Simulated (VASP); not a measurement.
# W2N (P-3m1) in VASP: notebook

Aim: see how the results for W2N move with the level of theory and the settings. Levels: PBEsol, r2SCAN. Tasks: single point.

Everything below comes from runs of VASP 6.6.1. Logs are shortened: lines on timing, memory, paths and dates and some standing lists are left out, and cuts for length are marked.

### Step 1. Starting point

It takes space group P-3m1 (No. 164, trigonal). The conventional cell has a = 2.805 Å, b = 2.805 Å, c = 17.477 Å, α = 90.00°, β = 90.00°, γ = 120.00°. Around W (site symmetry 3m) lie 3 N at 2.08 Å. W (site symmetry 3m) is surrounded by 1 N at 1.96 Å. W (site symmetry 3m) has 3 N at 2.17 Å as nearest neighbours. N (site symmetry -3m) has 6 W at 2.17 Å as nearest neighbours. N (site symmetry 3m) has 4 W at 1.96 to 2.08 Å as nearest neighbours.

The cell comes from a database or a generator and needn't be the stable form of this composition.

### Step 2. Single point, PBEsol

INCAR reads:

```
SYSTEM = W2N
PREC = Accurate
ENCUT = 900
EDIFF = 1E-7
ISMEAR = 0
SIGMA = 0.1
LREAL = .False.
LASPH = .True.
NELM = 80
ALGO = Normal
ISIF = 2
LWAVE = .False.
LCHARG = .True.
GGA = PS
LELF = .True.
LVHAR = .True.
```

KPOINTS reads:

```
regular mesh
0
Gamma
  12 12 2
  0 0 0
```

POSCAR reads:

```
W2N
1.0
    2.8047500000      0.0000000000      0.0000000000
   -1.4023700000      2.4289800000      0.0000000000
    0.0000000000      0.0000000000     17.4768300000
W N
6 3
Direct
    0.0000000000      0.0000000000      0.0758900000
    0.0000000000      0.0000000000      0.9241100000
    0.3333300000      0.6666700000      0.2626900000
    0.6666700000      0.3333300000      0.7373100000
    0.3333300000      0.6666700000      0.4174600000
    0.6666700000      0.3333300000      0.5825400000
    0.0000000000      0.0000000000      0.5000000000
    0.3333300000      0.6666700000      0.1507400000
    0.6666700000      0.3333300000      0.8492600000
```

Potentials or basis: VASP PAW PBE potentials, release 64 (W_sv, N_h).

The run is started by

```console
$ cat potpaw_PBE.64/W_sv/POTCAR potpaw_PBE.64/N_h/POTCAR > POTCAR
$ mpirun -np 1 vasp_std > vasp.out
```

OUTCAR:

```text
SYSTEM = W2N
   PREC = Accurate
   ENCUT = 900
   EDIFF = 1E-7
   ISMEAR = 0
   LREAL = .False.
   LASPH = .True.
   NELM = 80
   ISIF = 2
   GGA = PS

 ion  position               nearest neighbor table
   1  0.000  0.000  0.076-   8 2.08   8 2.08   8 2.08   2 2.65
   2  0.000  0.000  0.924-   9 2.08   9 2.08   9 2.08   1 2.65
   3  0.333  0.667  0.263-   8 1.96   5 2.70
   4  0.667  0.333  0.737-   9 1.96   6 2.70
   5  0.333  0.667  0.417-   7 2.17   7 2.17   7 2.17   3 2.70   6 3.31   6 3.31   6 3.31
   6  0.667  0.333  0.583-   7 2.17   7 2.17   7 2.17   4 2.70   5 3.31   5 3.31   5 3.31
   7  0.000  0.000  0.500-   5 2.17   6 2.17   5 2.17   6 2.17   6 2.17   5 2.17
   8  0.333  0.667  0.151-   3 1.96   1 2.08   1 2.08   1 2.08
   9  0.667  0.333  0.849-   4 1.96   2 2.08   2 2.08   2 2.08

  LATTYP: Found a hexagonal cell.
 ALAT       =     2.8047500000
 C/A-ratio  =     6.2311542918

  Lattice vectors:

 A1 = (   2.8047500000,   0.0000000000,   0.0000000000)
 A2 = (  -1.4023700000,   2.4289800000,   0.0000000000)
 A3 = (   0.0000000000,   0.0000000000,  17.4768300000)

Analysis of symmetry for initial positions (statically):
=====================================================================
 Subroutine PRICEL returns:
 Original cell was already a primitive cell.

 Routine SETGRP: Setting up the symmetry group for a
 hexagonal supercell.

 Subroutine GETGRP returns: Found  4 space group operations
 (whereof  4 operations were pure point group operations)
 out of a pool of 24 trial point group operations.

The static configuration has the point symmetry C_2h.

Analysis of symmetry for dynamics (positions and initial velocities):
=====================================================================
 Subroutine PRICEL returns:
 Original cell was already a primitive cell.

 Routine SETGRP: Setting up the symmetry group for a
 hexagonal supercell.

 Subroutine GETGRP returns: Found  4 space group operations
 (whereof  4 operations were pure point group operations)
 out of a pool of 24 trial point group operations.

The dynamic configuration has the point symmetry C_2h.

 Subroutine INISYM returns: Found  4 space group operations
 (whereof  4 operations are pure point group operations),
 and found     1 'primitive' translations

----------------------------------------------------------------------------------------

                                     Primitive cell

  volume of cell :     119.0641

  direct lattice vectors                    reciprocal lattice vectors
     2.804750000  0.000000000  0.000000000     0.356538016  0.205846988  0.000000000
    -1.402370000  2.428980000  0.000000000     0.000000000  0.411695444  0.000000000
     0.000000000  0.000000000 17.476830000     0.000000000  0.000000000  0.057218615

  length of vectors
     2.804750000  2.804743385 17.476830000     0.411694473  0.411695444  0.057218615

  position of ions in fractional coordinates (direct lattice)
     0.000000000  0.000000000  0.075890000
     0.000000000  0.000000000  0.924110000
     0.333330000  0.666670000  0.262690000
     0.666670000  0.333330000  0.737310000
     0.333330000  0.666670000  0.417460000
     0.666670000  0.333330000  0.582540000
     0.000000000  0.000000000  0.500000000
     0.333330000  0.666670000  0.150740000
     0.666670000  0.333330000  0.849260000

  ion indices of the primitive-cell ions
   primitive index   ion index
                 1           1
                 2           2
                 3           3
                 4           4
                 5           5
                 6           6
                 7           7
                 8           8
                 9           9

----------------------------------------------------------------------------------------

 KPOINTS: regular mesh

Automatic generation of k-mesh.
 Grid dimensions read from file:
 generate k-points for:   12   12    2

 Generating k-lattice:

  Cartesian coordinates                     Fractional coordinates (reciprocal lattice)
     0.029711501  0.017153916  0.000000000     0.083333333  0.000000000  0.000000000
     0.000000000  0.034307954  0.000000000     0.000000000  0.083333333  0.000000000
     0.000000000  0.000000000  0.028609307     0.000000000  0.000000000  0.500000000

  Length of vectors
     0.034307873  0.034307954  0.028609307

  Shift w.r.t. Gamma in fractional coordinates (k-lattice)
     0.000000000  0.000000000  0.000000000

 Subroutine IBZKPT returns following result:
 ===========================================

 Found     86 irreducible k-points:

 Following reciprocal coordinates:
            Coordinates               Weight
  0.000000  0.000000  0.000000      1.000000
  0.083333  0.000000  0.000000      4.000000
 -0.083333  0.083333  0.000000      2.000000
  0.166667  0.000000  0.000000      4.000000
 -0.166667  0.166667  0.000000      2.000000
  0.250000  0.000000  0.000000      4.000000
[... 16 lines left out ...]
 -0.083333  0.416667  0.000000      4.000000
 -0.416667  0.333333  0.000000      4.000000
 [... further k-points ...]
   k-points           NKPTS =     86   k-points in BZ     NKDIM =     86   number of bands    NBANDS=     59
   number of dos      NEDOS =    301   number of ions     NIONS =      9
   total plane-waves  NPLWV = 141120
   dimension x,y,z NGX =    28 NGY =   28 NGZ =  180
   dimension x,y,z NGXF=    56 NGYF=   56 NGZF=  360
   ions per type =               6   3
   NGX,Y,Z   is equivalent  to a cutoff of  16.60, 16.60, 17.12 a.u.
   NGXF,Y,Z  is equivalent  to a cutoff of  33.19, 33.19, 34.24 a.u.
 SYSTEM =  W2N
   PREC   = accura    normal or accurate (medium, high low for compatibility)
   ISTART =      0    job   : 0-new  1-cont  2-samecut
   ICHARG =      2    charge: 1-file 2-atom 10-const
   ISPIN  =      1    spin polarized calculation?
   LNONCOLLINEAR =      F non collinear calculations
   LSORBIT =      F    spin-orbit coupling
   LASPH  =      T    aspherical Exc in radial PAW
   ENCUT  =  900.0 eV  66.15 Ry    8.13 a.u.   6.86  6.86 42.75*2*pi/ulx,y,z
   NELM   =     80;   NELMIN=  2; NELMDL= -5     # of ELM steps
   EDIFF  = 0.1E-06   stopping-criterion for ELM
   LREAL  =      F    real-space projection
   EDIFFG = 0.1E-05   stopping-criterion for IOM
   NSW    =      0    number of steps for IOM
   IBRION =     -1    ionic relax: 0-MD 1-quasi-New 2-CG
   NFREE  =      0    steps in history (QN), initial steepest desc. (CG)
   ISIF   =      2    stress and relaxation
   ISYM   =      2    0-nonsym 1-usesym 2-fastsym
   POTIM  = 0.5000    time-step for ionic-motion
   TEBEG  =    0.0;   TEEND  =   0.0 temperature during run
   PSTRESS=    0.0 pullay stress
   NELECT =      99.0000    total number of electrons
   NUPDOWN=      -1.0000    fix difference up-down
   EMIN   =  10.00;   EMAX   =-10.00  energy-range for DOS
   EFERMI =   0.00;   METHOD = LEGACY
   ISMEAR =     0;   SIGMA  =   0.10  broadening in eV -4-tet -1-fermi 0-gaus
   EFERMI_NEDOS =   21; number of points for ismear=-14 and -15
   IALGO  =     38    algorithm
   IMIX   =      4    mixing-type and parameters
     AMIX     =   0.40;   BMIX     =  1.00
     AMIX_MAG =   1.60;   BMIX_MAG =  1.00
  volume/ion in A,a.u.               =      13.23        89.28
  Fermi-wavevector in a.u.,A,eV,Ry     =   1.539429  2.909099 32.243650  2.369841
  Thomas-Fermi vector in A             =   2.645658
   LORBIT       =      0    0 simple, 1 ext, 2 COOP (PROOUT), +10 PAW based schemes
   GGA     = PS    functional components
   LHFCALC =     F    Hartree Fock is set to
   AEXX    =    0.0000 exact exchange contribution
   IVDW    =     0    specifies the selected vdW correction
   LEPSILON=     F    determine dielectric tensor
   LRPA    =     F    only Hartree local field effects (RPA)
 non-spin polarized calculation
 Gauss-broadening in eV      SIGMA  =   0.10
  energy-cutoff  :      900.00
  volume of cell :      119.06
 maximum number of plane-waves:      7334
   NGX = 13   NGY = 13   NGZ = 85

 number of electron      99.0000000 magnetization

 Free energy of the ion-electron system (eV)
  ---------------------------------------------------
  ext. energy  EPLUGINS =         0.00000000
  ---------------------------------------------------
  free energy    TOTEN  =      -104.70999086 eV

  energy without entropy =     -104.67891999  energy(sigma->0) =     -104.69445542

 E-fermi :  10.2900     XC(G=0): -13.3409

 val. band max:       10.2752098356   @ k =   0.3333  -0.0000   0.5000
 cond. band min:      10.2965082733   @ k =   0.4167   0.0833   0.5000
 fundamental gap:      0.0212984377
 Fermi energy:        10.2899675575

 k-point     1 :       0.0000    0.0000    0.0000
  band No.  band energies     occupation
      1     -64.0289      2.00000
      2     -64.0208      2.00000
      3     -63.9040      2.00000
      4     -63.8839      2.00000
      5     -63.8839      2.00000
      6     -63.8604      2.00000
[... 51 lines left out ...]
     58      11.7322      0.00000
     59      11.7322      0.00000

 k-point     2 :       0.0833    0.0000    0.0000
  band No.  band energies     occupation
      1     -64.0228      2.00000
      2     -64.0149      2.00000
      3     -63.8978      2.00000
      4     -63.8782      2.00000
      5     -63.8781      2.00000
      6     -63.8543      2.00000
[... 51 lines left out ...]
     58      11.8589      0.00000
     59      12.0957      0.00000

 k-point     3 :      -0.0833    0.0833    0.0000
  band No.  band energies     occupation
      1     -64.0228      2.00000
      2     -64.0149      2.00000
      3     -63.8978      2.00000
      4     -63.8782      2.00000
      5     -63.8781      2.00000
      6     -63.8543      2.00000
[... 1238 lines left out ...]
      5     -63.8083      2.00000
      6     -63.7804      2.00000
[... 51 lines left out ...]
     58      13.1218      0.00000
     59      13.6343      0.00000

 k-point    24 :      -0.4167    0.3333    0.0000
  band No.  band energies     occupation
      1     -63.9477      2.00000
      2     -63.9439      2.00000
      3     -63.8229      2.00000
      4     -63.8084      2.00000
      5     -63.8083      2.00000
      6     -63.7804      2.00000
[... 51 lines left out ...]
     58      13.1218      0.00000
     59      13.6317      0.00000

 [... further k-points ...]

------------------------ aborting loop because EDIFF is reached ----------------------------------------

  FORCE on cell =-STRESS in cart. coord.  units (eV):
  Direction    XX          YY          ZZ          XY          YZ          ZX
  --------------------------------------------------------------------------------------
  -------------------------------------------------------------------------------------
  Total       -0.0144434     -0.0125342     -0.0205887      0.0016533     -0.0000626      0.0001085
  in kB       -0.1943560     -0.1686657     -0.2770507      0.0222476     -0.0008424      0.0014598
  external PRESSURE =      -0.2133575 kB  Pullay stress =       0.0000000 kB

 VOLUME and BASIS-vectors are now :
 -----------------------------------------------------------------------------
  energy-cutoff  :      900.00
  volume of cell :      119.06
      direct lattice vectors                 reciprocal lattice vectors
     2.804750000  0.000000000  0.000000000     0.356538016  0.205846988  0.000000000
    -1.402370000  2.428980000  0.000000000     0.000000000  0.411695444  0.000000000
     0.000000000  0.000000000 17.476830000     0.000000000  0.000000000  0.057218615

 POSITION                                       TOTAL-FORCE (eV/Angst)
 -----------------------------------------------------------------------------------
      0.00000      0.00000      1.32632        -0.000140      0.000081     -0.003871
      0.00000      0.00000     16.15051         0.000140     -0.000081      0.003871
     -0.00001      1.61933      4.59099        -0.000004      0.000002     -0.003433
      1.40239      0.80965     12.88584         0.000004     -0.000002      0.003433
     -0.00001      1.61933      7.29588         0.000084     -0.000048     -0.001551
      1.40239      0.80965     10.18095        -0.000084      0.000048      0.001551
      0.00000      0.00000      8.73841         0.000000      0.000000      0.000000
     -0.00001      1.61933      2.63446         0.000110     -0.000064      0.005852
      1.40239      0.80965     14.84237        -0.000110      0.000064     -0.005852
 -----------------------------------------------------------------------------------
    total drift:                                0.000000      0.000000      0.000000

  FREE ENERGIE OF THE ION-ELECTRON SYSTEM (eV)
  ---------------------------------------------------
  free  energy   TOTEN  =      -104.7099908552 eV

  energy  without entropy=     -104.6789199871  energy(sigma->0) =     -104.69445542
```

It took 22 min on 1 thread of Intel Xeon 6975P-C (Granite Rapids), shared host; peak memory 1.1 GiB.

Results:

```
Free energy            : -104.7100 eV
Pressure               : 0.0 GPa
Largest force          : 0.006 eV/Å
Band gap on the k mesh : none (metal or under the smearing width)
```

Forces in eV/Å, atoms in the order of the input:
```
W    0.000  0.000 -0.004
W    0.000  0.000  0.004
W    0.000  0.000 -0.003
W    0.000  0.000  0.003
W    0.000  0.000 -0.002
W    0.000  0.000  0.002
N    0.000  0.000  0.000
N    0.000  0.000  0.006
N    0.000  0.000 -0.006
```

Caveat: the cutoff is under 1.25 times the usual one of these potentials, so pressure, stress and relaxed cells hold a basis-set (Pulay) error; the PAW data sets were made with another functional, which shifts forces and pressure a little.

### Step 3. Single point, r2SCAN

INCAR, as its differences from that of step 2:

```diff
@@ -2,3 +2,3 @@
 PREC = Accurate
-ENCUT = 900
+ENCUT = 520
 EDIFF = 1E-7
@@ -13,3 +13,4 @@
 LCHARG = .True.
-GGA = PS
+METAGGA = R2SCAN
+LMIXTAU = .True.
 LELF = .True.
```

KPOINTS is that of step 2.

POSCAR is that of step 2.

Potentials or basis: VASP PAW PBE potentials, release 64 (W_sv, N).

The run is started by

```console
$ cat potpaw_PBE.64/W_sv/POTCAR potpaw_PBE.64/N/POTCAR > POTCAR
$ mpirun -np 1 vasp_std > vasp.out
```

Wall time 35 min (1 thread of Intel Xeon 6975P-C (Granite Rapids), shared host); peak memory 0.59 GiB.

Results (log left out):

```
Free energy            : -331.0052 eV
Pressure               : 5.3 GPa
Largest force          : 0.358 eV/Å
Band gap on the k mesh : none (metal or under the smearing width)
```

Forces on the atoms (eV/Å):
```
W    0.000  0.000 -0.232
W    0.000  0.000  0.232
W    0.000  0.000  0.143
W    0.000  0.000 -0.143
W    0.000  0.000 -0.358
W    0.000  0.000  0.358
N    0.000  0.000  0.000
N    0.000  0.000  0.043
N    0.000  0.000 -0.043
```

Stress tensor (GPa, compression positive):
```
5.47 0.00 0.00
0.00 5.47 0.00
0.00 0.00 4.82
```

Levels at points of the mesh, in eV from the Fermi level:
| k point | band 47 | band 48 | band 49 | band 50 | band 51 | band 52 | band 53 | band 54 |
| --- | --- | --- | --- | --- | --- | --- | --- | --- |
| (0.00, 0.00, 0.00) | -0.80 | -0.48 | -0.48 | -0.41 | -0.41 | 0.55 | 0.55 | 0.55 |
| (0.50, 0.00, 0.00) | -0.60 | 0.50 | 0.96 | 1.06 | 1.18 | 1.33 | 2.72 | 2.74 |
| (0.50, 0.50, 0.00) | -0.60 | 0.50 | 0.96 | 1.06 | 1.18 | 1.33 | 2.72 | 2.74 |
| (0.00, 0.00, 0.50) | -0.90 | -0.48 | -0.48 | -0.41 | -0.41 | 0.53 | 0.53 | 0.57 |
| (0.50, 0.00, 0.50) | -0.43 | 0.40 | 0.85 | 0.88 | 1.30 | 1.62 | 2.32 | 2.79 |
| (0.50, 0.50, 0.50) | -0.43 | 0.40 | 0.85 | 0.88 | 1.30 | 1.62 | 2.32 | 2.79 |

Caveat: the PAW data sets were made with another functional, which shifts forces and pressure a little.
